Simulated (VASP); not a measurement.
Level of theory: LDA (Ceperley-Alder, Perdew-Zunger), VASP's LDA PAW potentials (set 64) (plane waves; VASP).

The input files of a VASP run:

**KPOINTS**
```
Automatic mesh
0
Gamma
9 9 9
0 0 0
```

**POSCAR**
```
MgS
1.0
  0.0000000000   2.5587059282   2.5587059282
  2.5587059282   0.0000000000   2.5587059282
  2.5587059282   2.5587059282   0.0000000000
Mg S
1 1
Cartesian
  0.0000000000   0.0000000000   0.0000000000
  2.5587059282   2.5587059282   2.5587059282
```

### INCAR
```
SYSTEM = MgS
PREC = Accurate; ENCUT = 400; LREAL = F
LASPH = T
EDIFF = 1E-8; NELM = 100; ALGO = Normal
ISMEAR = 0; SIGMA = 0.01
LWAVE = F; LCHARG = F
LEPSILON = T
```

POTCAR, in this order: Mg S (LDA.64 set). Program: vasp_std.

Output

### OSZICAR
```
...
  Direction:   3
       N       E                     dE             d eps       ncg     rms
RMM:   1    -0.273234749972E+02   -0.27323E+02    0.77443E+01  1224   0.545E+01
RMM:   2    -0.227550738558E+02    0.45684E+01   -0.26530E+00   907   0.113E+01
RMM:   3    -0.227520416756E+02    0.30322E-02   -0.54288E-02   918   0.173E+00
RMM:   4    -0.227521039336E+02   -0.62258E-04   -0.76849E-04   965   0.231E-01
RMM:   5    -0.227521195634E+02   -0.15630E-04   -0.25775E-05   959   0.378E-02
RMM:   6    -0.227521201151E+02   -0.55175E-06   -0.62813E-07   981   0.656E-03
RMM:   7    -0.227521201444E+02   -0.29316E-07    0.60738E-07   967   0.122E-03
RMM:   8    -0.227521201208E+02    0.23593E-07    0.57112E-06   841   0.245E-04
RMM:   9    -0.227521201616E+02   -0.40754E-07   -0.28640E-07   674   0.673E-05
RMM:  10    -0.227521201623E+02   -0.68735E-09   -0.42836E-10   563   0.421E-05
 Linear response to external field (no local field effect), progress :
  Direction:   1
       N       E                     dE             d eps       ncg     rms          rms(c)
RMM:   1    -0.568429189771E+00   -0.56843E+00   -0.22269E+00  1198   0.377E+00
RMM:   2    -0.577263098981E+00   -0.88339E-02   -0.79789E-03   928   0.626E-01
RMM:   3    -0.577331974622E+00   -0.68876E-04   -0.11614E-04   918   0.694E-02
RMM:   4    -0.577333202008E+00   -0.12274E-05   -0.22083E-06   952   0.951E-03
RMM:   5    -0.577333226087E+00   -0.24079E-07   -0.60447E-08   910   0.128E-03
RMM:   6    -0.577333226761E+00   -0.67439E-09   -0.13257E-09   820   0.206E-04
 Linear response to external field (no local field effect), progress :
  Direction:   2
       N       E                     dE             d eps       ncg     rms          rms(c)
RMM:   1    -0.570343903784E+00   -0.57034E+00   -0.22360E+00  1193   0.372E+00
RMM:   2    -0.578842078932E+00   -0.84982E-02   -0.82266E-03   939   0.620E-01
RMM:   3    -0.578901120125E+00   -0.59041E-04   -0.11250E-04   919   0.684E-02
RMM:   4    -0.578902220686E+00   -0.11006E-05   -0.20166E-06   974   0.911E-03
RMM:   5    -0.578902240108E+00   -0.19421E-07   -0.50812E-08   921   0.122E-03
RMM:   6    -0.578902240759E+00   -0.65151E-09   -0.40696E-09   830   0.191E-04
 Linear response to external field (no local field effect), progress :
  Direction:   3
       N       E                     dE             d eps       ncg     rms          rms(c)
RMM:   1    -0.284156122889E+00   -0.28416E+00   -0.90659E-01  1158   0.291E+00
RMM:   2    -0.287175704118E+00   -0.30196E-02   -0.51931E-03   914   0.494E-01
RMM:   3    -0.287208502392E+00   -0.32798E-04   -0.10972E-04   901   0.605E-02
RMM:   4    -0.287209233094E+00   -0.73070E-06   -0.22257E-06   941   0.860E-03
RMM:   5    -0.287209245311E+00   -0.12217E-07   -0.65578E-08   857   0.116E-03
RMM:   6    -0.287209245769E+00   -0.45789E-09   -0.29499E-09   719   0.195E-04
 Linear response to external field, progress :
  Direction:   1
       N       E                     dE             d eps       ncg     rms          rms(c)
RMM:   1    -0.474498421781E+00   -0.47450E+00   -0.17917E+00  2530   0.346E+00
RMM:   2    -0.481091805813E+00   -0.65934E-02   -0.71569E-03  1965   0.577E-01    0.142E+00
RMM:   3    -0.437226153373E+00    0.43866E-01   -0.48934E-02  1847   0.121E+00    0.704E-01
RMM:   4    -0.443783044088E+00   -0.65569E-02   -0.22953E-02  1945   0.861E-01    0.208E-01
RMM:   5    -0.452605250353E+00   -0.88222E-02   -0.11252E-03  1924   0.250E-01    0.544E-02
RMM:   6    -0.452565205763E+00    0.40045E-04   -0.23291E-05  2024   0.381E-02    0.360E-02
RMM:   7    -0.452842836167E+00   -0.27763E-03   -0.49161E-05  1948   0.408E-02    0.122E-02
RMM:   8    -0.452914422061E+00   -0.71586E-04   -0.27399E-06  1955   0.121E-02    0.483E-03
RMM:   9    -0.452900354290E+00    0.14068E-04    0.10531E-06  2105   0.218E-03    0.161E-03
RMM:  10    -0.452914043496E+00   -0.13689E-04    0.27918E-07  2091   0.460E-04    0.558E-04
RMM:  11    -0.452913025828E+00    0.10177E-05   -0.10706E-07  2015   0.192E-04    0.241E-04
RMM:  12    -0.452913543531E+00   -0.51770E-06   -0.11683E-07  1098   0.608E-05    0.528E-05
RMM:  13    -0.452913629529E+00   -0.85999E-07    0.23789E-09   434   0.473E-05    0.193E-05
RMM:  14    -0.452913618281E+00    0.11248E-07    0.15091E-08   336   0.513E-05    0.194E-06
 Linear response to external field, progress :
  Direction:   2
       N       E                     dE             d eps       ncg     rms          rms(c)
RMM:   1    -0.474194732402E+00   -0.47419E+00   -0.17887E+00  2537   0.347E+00
RMM:   2    -0.481094511187E+00   -0.68998E-02   -0.71101E-03  1967   0.580E-01    0.142E+00
RMM:   3    -0.437225428858E+00    0.43869E-01   -0.48862E-02  1852   0.120E+00    0.704E-01
RMM:   4    -0.443777007782E+00   -0.65516E-02   -0.22878E-02  1950   0.861E-01    0.208E-01
RMM:   5    -0.452600268016E+00   -0.88233E-02   -0.11278E-03  1927   0.250E-01    0.541E-02
RMM:   6    -0.452562506173E+00    0.37762E-04   -0.23687E-05  2033   0.383E-02    0.355E-02
RMM:   7    -0.452843361377E+00   -0.28086E-03   -0.48251E-05  1962   0.404E-02    0.120E-02
RMM:   8    -0.452914290763E+00   -0.70929E-04   -0.28520E-06  1973   0.120E-02    0.468E-03
RMM:   9    -0.452900300961E+00    0.13990E-04    0.16111E-07  2122   0.215E-03    0.152E-03
RMM:  10    -0.452914035684E+00   -0.13735E-04   -0.50586E-07  2100   0.458E-04    0.518E-04
RMM:  11    -0.452912993089E+00    0.10426E-05    0.64147E-08  2018   0.188E-04    0.221E-04
RMM:  12    -0.452913529198E+00   -0.53611E-06   -0.25088E-08  1095   0.601E-05    0.488E-05
RMM:  13    -0.452913617224E+00   -0.88027E-07   -0.42106E-09   433   0.455E-05    0.189E-05
RMM:  14    -0.452913606700E+00    0.10524E-07    0.15411E-08   300   0.485E-05    0.177E-06
 Linear response to external field, progress :
  Direction:   3
       N       E                     dE             d eps       ncg     rms          rms(c)
RMM:   1    -0.474236059594E+00   -0.47424E+00   -0.17891E+00  2534   0.347E+00
RMM:   2    -0.481093590678E+00   -0.68575E-02   -0.71219E-03  1967   0.580E-01    0.142E+00
RMM:   3    -0.437227979638E+00    0.43866E-01   -0.48890E-02  1853   0.120E+00    0.704E-01
RMM:   4    -0.443775519389E+00   -0.65475E-02   -0.22861E-02  1949   0.860E-01    0.208E-01
RMM:   5    -0.452600959300E+00   -0.88254E-02   -0.11257E-03  1928   0.250E-01    0.541E-02
RMM:   6    -0.452563002856E+00    0.37956E-04   -0.23577E-05  2035   0.382E-02    0.355E-02
RMM:   7    -0.452842900579E+00   -0.27990E-03   -0.47830E-05  1956   0.402E-02    0.120E-02
RMM:   8    -0.452914242514E+00   -0.71342E-04   -0.25915E-06  1970   0.119E-02    0.468E-03
RMM:   9    -0.452900353879E+00    0.13889E-04    0.17034E-06  2128   0.213E-03    0.153E-03
RMM:  10    -0.452914019126E+00   -0.13665E-04   -0.28321E-07  2104   0.454E-04    0.521E-04
RMM:  11    -0.452912993302E+00    0.10258E-05   -0.15930E-08  2027   0.188E-04    0.221E-04
RMM:  12    -0.452913532449E+00   -0.53915E-06   -0.18153E-07  1083   0.607E-05    0.495E-05
RMM:  13    -0.452913616278E+00   -0.83830E-07    0.51482E-09   434   0.458E-05    0.185E-05
RMM:  14    -0.452913608063E+00    0.82154E-08    0.21969E-09   304   0.494E-05    0.178E-06
```

File OUTCAR:
```
------------------------ aborting loop because EDIFF is reached ----------------------------------------

 HEAD OF MICROSCOPIC STATIC DIELECTRIC TENSOR (INDEPENDENT PARTICLE, excluding Hartree and local field effects)
 ------------------------------------------------------
           6.197372     0.000000     0.000000
           0.000000     6.197372    -0.000000
           0.000000     0.000000     6.197372
 ------------------------------------------------------

 MACROSCOPIC STATIC DIELECTRIC TENSOR (including local field effects in DFT)
 ------------------------------------------------------
           5.550528    -0.000000    -0.000000
           0.000000     5.550528    -0.000000
           0.000000     0.000000     5.550528
 ------------------------------------------------------

 PIEZOELECTRIC TENSOR (including local field effects)  for field in x, y, z        (e  Angst)
          XX          YY          ZZ          XY          YZ          ZX
  --------------------------------------------------------------------------------
  x     0.00000     0.00000     0.00000     0.00000     0.00000     0.00000
  y     0.00000     0.00000     0.00000     0.00000     0.00000     0.00000
  z     0.00000     0.00000     0.00000     0.00000     0.00000     0.00000

 PIEZOELECTRIC TENSOR (including local field effects)  for field in x, y, z        (C/m^2)
          XX          YY          ZZ          XY          YZ          ZX
  --------------------------------------------------------------------------------
  x     0.00000     0.00000     0.00000     0.00000     0.00000     0.00000
  y     0.00000     0.00000     0.00000     0.00000     0.00000     0.00000
  z     0.00000     0.00000     0.00000     0.00000     0.00000     0.00000

 BORN EFFECTIVE CHARGES (including local field effects) (in |e|, cummulative output)
 ---------------------------------------------------------------------------------
 ion    1
    1     2.28431     0.00000    -0.00000
    2     0.00000     2.28431     0.00000
    3     0.00000    -0.00000     2.28431
 ion    2
    1    -2.28431     0.00000     0.00000
    2    -0.00000    -2.28431     0.00000
    3     0.00000     0.00000    -2.28431
```
(Selected blocks of OUTCAR.)

The structure comes from a computed database's MgS entry (Fm-3m); how it stands against other phases isn't given here. It was relaxed first, which changed the volume by -5 %.
